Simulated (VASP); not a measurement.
# LiTi: structure and properties in VASP, part 2 of 3

Aim: relax LiTi, then compute properties on the relaxed cell. The cell is invented: other elements were put on sites of a known structure type. It may not be a known or stable phase.

VASP 6.6.1; SCAN; plane waves and PAW (Li_sv, Ti_sv); invented cell.

So far. Step 2 (Rough relaxation of the start cell): It ends with forces that vanish by symmetry and a pressure of -0.06 GPa.

## (3) Full relaxation (SCAN)

Properties are meant for the cell that this level of theory prefers, so cell and atoms are relaxed first (ISIF = 3) until forces and stress are small; EDIFFG sets the threshold.

INCAR reads:

```
SYSTEM = LiTi
PREC = Accurate
ENCUT = 650
EDIFF = 1E-06
NELM = 100
ISMEAR = 1
SIGMA = 0.2
LREAL = .FALSE.
ALGO = Normal
METAGGA = SCAN
LASPH = .TRUE.
NBANDS = 21
LORBIT = 11
LWAVE = .FALSE.
LCHARG = .FALSE.
KPAR = 2
IBRION = 2
NSW = 60
ISIF = 3
EDIFFG = -0.01
```

POSCAR reads:

```
LiTi
1.0
    4.4339709354      0.0000000020      0.0000000000
   -2.2169854594      3.8399314674      0.0000000000
    0.0000000000      0.0000000000      3.4771260891
Li Ti
2 2
Direct
    0.0000000000      0.0000000000      0.0000000000
    0.0000000000      0.0000000000      0.5000000000
    0.3333333300      0.6666666700      0.2500000000
    0.6666666700      0.3333333300      0.7500000000
```

KPOINTS reads:

```
Automatic mesh
0
Gamma
7 7 8
0 0 0
```

The projector-augmented-wave data sets are Li_sv and Ti_sv (PBE family, release 64).

On the command line:

```sh
$ mpirun -np 2 vasp_std
```

Log:

```text
[banner, memory and clock lines left out]
running    2 mpi-ranks, on    1 nodes
 distrk:  each k-point on    1 cores,    2 groups
 distr:  one band on    1 cores,    1 groups

 POSCAR found type information on POSCAR LiTi
 POSCAR found :  2 types and       4 ions
 [... a notice as in an earlier step ...]

 LDA part: xc-table for (None), standard interpolation
 POSCAR, INCAR and KPOINTS ok, starting setup
 FFT: planning ... GRIDC
 FFT: planning ... GRID_SOFT
 FFT: planning ... GRID
 WAVECAR not read
 entering main loop
       N       E                     dE             d eps       ncg     rms          rms(c)
DAV:   1     0.323868161982E+03    0.32387E+03   -0.17344E+04  1680   0.196E+03
DAV:   2     0.116027614238E+01   -0.32271E+03   -0.31588E+03  1705   0.525E+02
DAV:   3    -0.419511178379E+02   -0.43111E+02   -0.41847E+02  3280   0.141E+02
DAV:   4    -0.462413573657E+02   -0.42902E+01   -0.42411E+01  2491   0.470E+01
DAV:   5    -0.465486918794E+02   -0.30733E+00   -0.30710E+00  2674   0.106E+01    0.147E+01
DAV:   6    -0.339712995996E+02    0.12577E+02   -0.49362E+01  2287   0.579E+01    0.393E+00
DAV:   7    -0.336748880622E+02    0.29641E+00   -0.29772E+00  2206   0.125E+01    0.201E+00
DAV:   8    -0.337469131565E+02   -0.72025E-01   -0.56665E-01  2453   0.570E+00    0.713E-01
DAV:   9    -0.337373895375E+02    0.95236E-02   -0.50993E-02  2538   0.160E+00    0.398E-01
DAV:  10    -0.337425281802E+02   -0.51386E-02   -0.57804E-03  2146   0.724E-01    0.199E-01
DAV:  11    -0.337407257218E+02    0.18025E-02   -0.54516E-03  2704   0.531E-01    0.354E-02
DAV:  12    -0.337409767014E+02   -0.25098E-03   -0.28820E-04  2566   0.134E-01    0.131E-02
DAV:  13    -0.337411326657E+02   -0.15596E-03   -0.26449E-05  2434   0.427E-02    0.636E-03
DAV:  14    -0.337412533376E+02   -0.12067E-03   -0.91793E-06  1820   0.245E-02    0.190E-03
DAV:  15    -0.337412514802E+02    0.18574E-05   -0.96518E-07  1296   0.988E-03    0.673E-04
DAV:  16    -0.337412541362E+02   -0.26560E-05   -0.29253E-07  1195   0.566E-03    0.524E-04
DAV:  17    -0.337412514184E+02    0.27178E-05   -0.12925E-07  1080   0.366E-03    0.260E-04
DAV:  18    -0.337412526249E+02   -0.12065E-05   -0.71841E-08  1080   0.240E-03    0.106E-04
DAV:  19    -0.337412539474E+02   -0.13225E-05   -0.44055E-08  1070   0.181E-03    0.781E-05
DAV:  20    -0.337412537575E+02    0.18991E-06   -0.26549E-08  1055   0.126E-03
   1 F= -.33741254E+02 E0= -.33744122E+02  d E =-.337413E+02
 curvature:   0.00 expect dE= 0.000E+00 dE for cont linesearch  0.000E+00
 trial: gam= 0.00000 g(F)=  0.207E-41 g(S)=  0.538E-01 ort = 0.000E+00 (trialstep = 0.100E+01)
 search vector abs. value=  0.538E-01
 bond charge predicted
       N       E                     dE             d eps       ncg     rms          rms(c)
DAV:   1    -0.341959103099E+02   -0.45466E+00   -0.11659E+01  1970   0.441E+01    0.496E+00
DAV:   2    -0.338143041834E+02    0.38161E+00   -0.40501E+00  1948   0.182E+01    0.184E+00
DAV:   3    -0.337714436891E+02    0.42860E-01   -0.32170E-01  2184   0.433E+00    0.922E-01
DAV:   4    -0.337689651655E+02    0.24785E-02   -0.10082E-01  2663   0.180E+00    0.327E-01
DAV:   5    -0.337680069257E+02    0.95824E-03   -0.14178E-02  2151   0.969E-01    0.253E-01
DAV:   6    -0.337678113587E+02    0.19557E-03   -0.97224E-03  2206   0.776E-01    0.136E-01
DAV:   7    -0.337677584773E+02    0.52881E-04   -0.14368E-03  2446   0.317E-01    0.232E-02
DAV:   8    -0.337676217339E+02    0.13674E-03   -0.17364E-04  2695   0.957E-02    0.165E-02
DAV:   9    -0.337674334038E+02    0.18833E-03   -0.15409E-05  1979   0.396E-02    0.228E-03
DAV:  10    -0.337674021599E+02    0.31244E-04   -0.16025E-06  1599   0.953E-03    0.132E-03
DAV:  11    -0.337673862485E+02    0.15911E-04   -0.34093E-07  1000   0.592E-03    0.457E-04
DAV:  12    -0.337673864405E+02   -0.19198E-06   -0.12282E-07   935   0.277E-03
   2 F= -.33767386E+02 E0= -.33769944E+02  d E =-.261327E-01
[...]
3 F= -.33765256E+02 E0= -.33767722E+02  d E =-.240022E-01
[...]
4 F= -.33766953E+02 E0= -.33769469E+02  d E =-.256989E-01
[...]
5 F= -.33769636E+02 E0= -.33772144E+02  d E =-.268322E-02
[...]
6 F= -.33769711E+02 E0= -.33772219E+02  d E =-.275860E-02
 curvature:  -0.37 expect dE=-0.241E-04 dE for cont linesearch -0.886E-05
 ZBRENT: increasing intervall
 opt :   1.2426  next Energy=   -33.769715 (dE=-0.276E-02)
 bond charge predicted
       N       E                     dE             d eps       ncg     rms          rms(c)
DAV:   1    -0.337700145073E+02   -0.30352E-03   -0.11227E-02  1770   0.137E+00    0.134E-01
DAV:   2    -0.337699189192E+02    0.95588E-04   -0.19432E-03  1988   0.433E-01    0.532E-02
DAV:   3    -0.337697630098E+02    0.15591E-03   -0.17855E-04  2361   0.973E-02    0.239E-02
DAV:   4    -0.337697260855E+02    0.36924E-04   -0.61989E-05  2721   0.492E-02    0.106E-02
DAV:   5    -0.337697513660E+02   -0.25280E-04   -0.31493E-06  1660   0.162E-02    0.748E-03
DAV:   6    -0.337698079899E+02   -0.56624E-04   -0.23981E-06  1372   0.163E-02    0.964E-04
DAV:   7    -0.337698127205E+02   -0.47306E-05   -0.41076E-07   895   0.727E-03    0.336E-04
DAV:   8    -0.337698179522E+02   -0.52317E-05   -0.14721E-07   890   0.392E-03    0.276E-04
DAV:   9    -0.337698214803E+02   -0.35281E-05   -0.65836E-08   880   0.268E-03    0.159E-04
DAV:  10    -0.337698214828E+02   -0.24361E-08   -0.27575E-08   860   0.167E-03
   7 F= -.33769821E+02 E0= -.33772329E+02  d E =-.286884E-02
 curvature:  -0.15 expect dE=-0.706E-05 dE for cont linesearch -0.262E-05
 trial: gam= 0.00000 g(F)=  0.454E-42 g(S)=  0.479E-04 ort =-0.242E-03 (trialstep = 0.107E+01)
 search vector abs. value=  0.479E-04
 reached required accuracy - stopping structural energy minimisation
```

Wall time 27 min (2 MPI ranks of AMD EPYC 7R43, shared host); peak memory 0.46 GiB; 54 min of CPU time.

OUTCAR, selected parts (step 3):

```text
  LATTYP: Found a hexagonal cell.
 ALAT       =     4.4339709354
 C/A-ratio  =     0.7842013716

 Found     40 irreducible k-points:

   k-points           NKPTS =     40   k-points in BZ     NKDIM =     40   number of bands    NBANDS=     21

   dimension x,y,z NGX =    40 NGY =   40 NGZ =   30
   dimension x,y,z NGXF=    80 NGYF=   80 NGZF=   60

   ENCUT  =  650.0 eV  47.77 Ry    6.91 a.u.   9.22  9.22  7.23*2*pi/ulx,y,z

   NELECT =      30.0000    total number of electrons

 E-fermi :   5.3148

 k-point     1 :       0.0000    0.0000    0.0000
  band No.  band energies     occupation
    ...
     10     -29.2044      2.00000
     11       0.0287      2.00000
     12       4.0036      2.00000
     13       4.0037      2.00000
     14       4.1978      2.00000
     15       5.9764     -0.00003
     16       5.9764     -0.00003
     17       6.3307     -0.00000
     18       6.3308     -0.00000
     19       6.8911     -0.00000
    ...

 k-point     2 :       0.1429    0.0000    0.0000
  band No.  band energies     occupation
    ...
     10     -29.2095      2.00000
     11       0.1954      2.00000
     12       3.9567      2.00000
     13       4.1393      2.00000
     14       4.2354      2.00000
     15       5.8825     -0.00045
     16       6.0018     -0.00001
     17       6.2533     -0.00000
     18       6.3170     -0.00000
     19       6.8307     -0.00000
    ...

  Total       -0.0384910     -0.0384910      0.0317857     -0.0000000     -0.0000000      0.0000000
  in kB       -1.0103284     -1.0103284      0.8343232     -0.0000000     -0.0000000      0.0000000
  external PRESSURE =      -0.3954446 kB  Pullay stress =       0.0000000 kB

  energy-cutoff  :      650.00
  volume of cell :       61.04
      direct lattice vectors                 reciprocal lattice vectors
     4.526926430  0.000000002 -0.000000000     0.220900431  0.127536923 -0.000000000
    -2.263463207  3.920433287 -0.000000000    -0.000000000  0.255073847  0.000000000
     0.000000000 -0.000000000  3.439300185     0.000000000  0.000000000  0.290756824

 POSITION                                       TOTAL-FORCE (eV/Angst)
 -----------------------------------------------------------------------------------
     -2.26346      3.92043     -0.00000        -0.000000     -0.000000     -0.000000
     -2.26346      3.92043      1.71965        -0.000000     -0.000000     -0.000000
     -0.00000      2.61362      0.85983        -0.000000     -0.000000     -0.000000
      2.26346      1.30681      2.57948         0.000000      0.000000      0.000000
 -----------------------------------------------------------------------------------
    total drift:                                0.000000     -0.000000     -0.000000

  FREE ENERGIE OF THE ION-ELECTRON SYSTEM (eV)
  ---------------------------------------------------
  free  energy   TOTEN  =       -33.7698214828 eV

  energy  without entropy=      -33.7773440845  energy(sigma->0) =      -33.77232902

 total charge
# of ion       s       p       d       tot
------------------------------------------
    1        2.062   0.064   0.000   2.127
    2        2.062   0.064   0.000   2.127
    3        2.210   6.101   1.706  10.017
    4        2.210   6.101   1.706  10.017
--------------------------------------------------
tot          8.545  12.331   3.411  24.287

[... 3 parts as in an earlier step ...]

[... 7 further parts left out ...]
```

The steps of the relaxation:

```
step  energy less that of the first step (eV)  largest force (eV/Å)  pressure (GPa)  volume (Å³)
   1                                   0.0000                0.0000            2.47        59.20
   2                                  -0.0261                0.0000           -0.14        61.17
   3                                  -0.0240                0.0000           -0.93        61.76
   4                                  -0.0257                0.0000           -0.52        61.43
   5                                  -0.0284                0.0000           -0.14        61.11
   6                                  -0.0285                0.0000           -0.11        61.08
   7                                  -0.0286                0.0000           -0.04        61.04
```

```
conventional cell, symmetrised  before  after  change
                         a (Å)   4.434  4.527  +2.1 %
                         b (Å)   4.434  4.527  +2.1 %
                         c (Å)   3.477  3.439  -1.1 %
              volume (Å³/atom)   14.80  15.26  +3.1 %
```

The relaxed structure:

```
Li Ti
1.0
     4.52693    0.00000    0.00000
    -2.26346    3.92043    0.00000
     0.00000    0.00000    3.43930
Li Ti
2 2
Direct
  0.00000 0.00000 0.00000
  0.00000 0.00000 0.50000
  0.33333 0.66667 0.25000
  0.66667 0.33333 0.75000
```

This step gave:

- irreducible k-points: 40
- free energy (TOTEN): -33.77 eV
- energy at zero smearing: -33.77 eV
- Fermi energy: 5.315 eV
- pressure: -0.03954 GPa
- SCF cycles over all ionic steps: 86

It ends with forces that vanish by symmetry and a pressure of -0.04 GPa.

## (4) Second relaxation

The basis stayed that of the start cell while the cell moved. A rerun from the cell reached resets it; the error of the finite cutoff stays.

INCAR is that of step 3.

POSCAR reads:

```
LiTi
1.0
    4.5269264304      0.0000000023      0.0000000000
   -2.2634632065      3.9204332873      0.0000000000
    0.0000000000      0.0000000000      3.4393001853
Li Ti
2 2
Direct
    0.0000000000      0.0000000000      0.0000000000
    0.0000000000      0.0000000000      0.5000000000
    0.3333333300      0.6666666700      0.2500000000
    0.6666666700      0.3333333300      0.7500000000
```

KPOINTS is that of step 3.

On the command line:

```sh
$ mpirun -np 2 vasp_std
```

Log:

```text
[... set-up lines as in an earlier step ...]
 entering main loop
       N       E                     dE             d eps       ncg     rms          rms(c)
DAV:   1     0.321613816824E+03    0.32161E+03   -0.17035E+04  1680   0.193E+03
DAV:   2     0.710029422663E+00   -0.32090E+03   -0.31435E+03  1710   0.523E+02
DAV:   3    -0.420630755555E+02   -0.42773E+02   -0.41580E+02  3225   0.140E+02
DAV:   4    -0.463769263197E+02   -0.43139E+01   -0.42638E+01  2578   0.473E+01
DAV:   5    -0.466675601555E+02   -0.29063E+00   -0.29017E+00  2654   0.102E+01    0.145E+01
DAV:   6    -0.339654815124E+02    0.12702E+02   -0.50637E+01  2300   0.578E+01    0.392E+00
DAV:   7    -0.337070472413E+02    0.25843E+00   -0.30363E+00  2083   0.124E+01    0.202E+00
DAV:   8    -0.337745764653E+02   -0.67529E-01   -0.53550E-01  2512   0.553E+00    0.580E-01
DAV:   9    -0.337679935218E+02    0.65829E-02   -0.32580E-02  2428   0.138E+00    0.349E-01
DAV:  10    -0.337709134172E+02   -0.29199E-02   -0.48345E-03  2455   0.671E-01    0.192E-01
DAV:  11    -0.337713058552E+02   -0.39244E-03   -0.31565E-03  2298   0.476E-01    0.576E-02
DAV:  12    -0.337717791950E+02   -0.47334E-03   -0.27927E-04  2393   0.146E-01    0.282E-02
DAV:  13    -0.337721180851E+02   -0.33889E-03   -0.56342E-05  2870   0.675E-02    0.252E-02
DAV:  14    -0.337724796833E+02   -0.36160E-03   -0.11043E-04  2681   0.748E-02    0.346E-03
DAV:  15    -0.337724675341E+02    0.12149E-04   -0.11439E-05  2068   0.205E-02    0.144E-03
DAV:  16    -0.337724668339E+02    0.70018E-06   -0.50592E-07  1198   0.711E-03
   1 F= -.33772467E+02 E0= -.33774974E+02  d E =-.337725E+02
 curvature:   0.00 expect dE= 0.000E+00 dE for cont linesearch  0.000E+00
 trial: gam= 0.00000 g(F)=  0.603E-42 g(S)=  0.649E-04 ort = 0.000E+00 (trialstep = 0.100E+01)
 search vector abs. value=  0.649E-04
 bond charge predicted
       N       E                     dE             d eps       ncg     rms          rms(c)
DAV:   1    -0.337728242346E+02   -0.35670E-03   -0.11514E-02  1933   0.142E+00    0.134E-01
DAV:   2    -0.337727200536E+02    0.10418E-03   -0.26439E-03  2053   0.498E-01    0.606E-02
DAV:   3    -0.337725810022E+02    0.13905E-03   -0.20992E-04  2314   0.107E-01    0.261E-02
DAV:   4    -0.337725490610E+02    0.31941E-04   -0.62090E-05  2657   0.492E-02    0.102E-02
DAV:   5    -0.337725964932E+02   -0.47432E-04   -0.35043E-06  1693   0.193E-02    0.562E-03
DAV:   6    -0.337726360680E+02   -0.39575E-04   -0.27908E-06  1552   0.155E-02    0.214E-03
DAV:   7    -0.337726307960E+02    0.52720E-05   -0.72414E-07   975   0.902E-03    0.886E-04
DAV:   8    -0.337726349315E+02   -0.41355E-05   -0.39550E-07   965   0.512E-03    0.140E-03
DAV:   9    -0.337726376549E+02   -0.27235E-05   -0.12270E-07   925   0.400E-03    0.594E-04
DAV:  10    -0.337726387713E+02   -0.11164E-05   -0.37182E-08   930   0.195E-03    0.321E-04
DAV:  11    -0.337726406734E+02   -0.19022E-05   -0.17770E-08   915   0.133E-03    0.149E-04
DAV:  12    -0.337726418224E+02   -0.11489E-05   -0.10128E-08   910   0.936E-04    0.363E-05
DAV:  13    -0.337726421604E+02   -0.33800E-06   -0.49772E-09   915   0.637E-04
   2 F= -.33772642E+02 E0= -.33775158E+02  d E =-.175326E-03
 trial-energy change:   -0.000175  1 .order   -0.000033   -0.000065   -0.000001
 step:   1.0015(harm=  1.0220)  dis= 0.00000  next Energy=   -33.772642 (dE=-0.175E-03)
 reached required accuracy - stopping structural energy minimisation
```

Run time: 7.7 min. Hardware: 2 MPI ranks; peak memory 0.46 GiB; 15 min of CPU time.

From OUTCAR (step 4):

```text
  LATTYP: Found a hexagonal cell.
 ALAT       =     4.5269264304
 C/A-ratio  =     0.7597428936

 Found     40 irreducible k-points:

   ENCUT  =  650.0 eV  47.77 Ry    6.91 a.u.   9.41  9.41  7.15*2*pi/ulx,y,z

   NELECT =      30.0000    total number of electrons

 E-fermi :   5.3213

 k-point     1 :       0.0000    0.0000    0.0000
  band No.  band energies     occupation
    ...
     10     -29.1957      2.00000
     11       0.0351      2.00000
     12       4.0105      2.00000
     13       4.0106      2.00000
     14       4.2017      2.00000
     15       5.9851     -0.00003
     16       5.9851     -0.00003
     17       6.3362     -0.00000
     18       6.3363     -0.00000
     19       6.9026     -0.00000
    ...

 k-point     2 :       0.1429    0.0000    0.0000
  band No.  band energies     occupation
    ...
     10     -29.2009      2.00000
     11       0.2018      2.00000
     12       3.9638      2.00000
     13       4.1466      2.00000
     14       4.2400      2.00000
     15       5.8910     -0.00042
     16       6.0107     -0.00001
     17       6.2584     -0.00000
     18       6.3222     -0.00000
     19       6.8420     -0.00000
    ...

  Total       -0.0005303     -0.0005303      0.0026897     -0.0000000     -0.0000000      0.0000000
  in kB       -0.0139332     -0.0139332      0.0706637     -0.0000000     -0.0000000      0.0000000
  external PRESSURE =       0.0142658 kB  Pullay stress =       0.0000000 kB

  energy-cutoff  :      650.00
  volume of cell :       60.98
      direct lattice vectors                 reciprocal lattice vectors
     4.524245633  0.000000002  0.000000000     0.221031323  0.127612494  0.000000000
    -2.262122808  3.918111649  0.000000000    -0.000000000  0.255224988  0.000000000
     0.000000000  0.000000000  3.440281661     0.000000000  0.000000000  0.290673875

 POSITION                                       TOTAL-FORCE (eV/Angst)
 -----------------------------------------------------------------------------------
     -2.26212      3.91811      0.00000         0.000000      0.000000     -0.000000
     -2.26212      3.91811      1.72014         0.000000      0.000000     -0.000000
     -0.00000      2.61207      0.86007         0.000000     -0.000000     -0.000000
      2.26212      1.30604      2.58021        -0.000000      0.000000      0.000000
 -----------------------------------------------------------------------------------
    total drift:                                0.000000     -0.000000     -0.000000

  FREE ENERGIE OF THE ION-ELECTRON SYSTEM (eV)
  ---------------------------------------------------
  free  energy   TOTEN  =       -33.7726421604 eV

  energy  without entropy=      -33.7801910844  energy(sigma->0) =      -33.77515847

 total charge
# of ion       s       p       d       tot
------------------------------------------
    1        2.063   0.064   0.000   2.127
    2        2.063   0.064   0.000   2.127
    3        2.210   6.101   1.706  10.018
    4        2.210   6.101   1.706  10.018
--------------------------------------------------
tot          8.546  12.331   3.412  24.289

[... 6 parts as in an earlier step ...]

[... 6 further parts left out ...]
```

CONTCAR:

```
LiTi
   1.00000000000000
     4.5242456332022103    0.0000000022913269    0.0000000000000000
    -2.2621228079125895    3.9181116488310370    0.0000000000000000
     0.0000000000000000    0.0000000000000000    3.4402816606354629
  Li              Ti
     2     2
Direct
     0.0000000000000000    1.0000000000000000    0.0000000000000000
     0.0000000000000000    1.0000000000000000    0.5000000000000000
     0.3333333300000021    0.6666666699999979    0.2500000000000000
     0.6666666699999979    0.3333333300000021    0.7500000000000000
```

Little changed from the start: no atom moved by 0.005 Å and no cell edge by 0.1 %.

This step gave:

- energy at zero smearing: -33.78 eV
- Fermi energy: 5.321 eV
- pressure: 0.001427 GPa
- SCF cycles over all ionic steps: 29

It ends with forces that vanish by symmetry and a pressure of 0.00 GPa. The volume moved by only 0.09 %, so the volume is settled.

[end of part 2 of 3]

[Lines on the potential files, build, host, timing and source positions are cut from VASP's logs without a mark.]

[Logs are printed without paths, hosts, clocks, repeated set-up lines and the standing remarks that a program may print on its own settings, such as how far it seeks lower states.]

[Hosts, paths, dates, database ids (printed as entryN), source tags and the programs' standing remarks are cut or masked in the printed files.]

[A measured line is paired with the nearest computed mode of its activity, which favours agreement.]

[In band tables of VASP the shares of atoms and orbitals are scaled to a sum of 1 inside the atoms' spheres.]
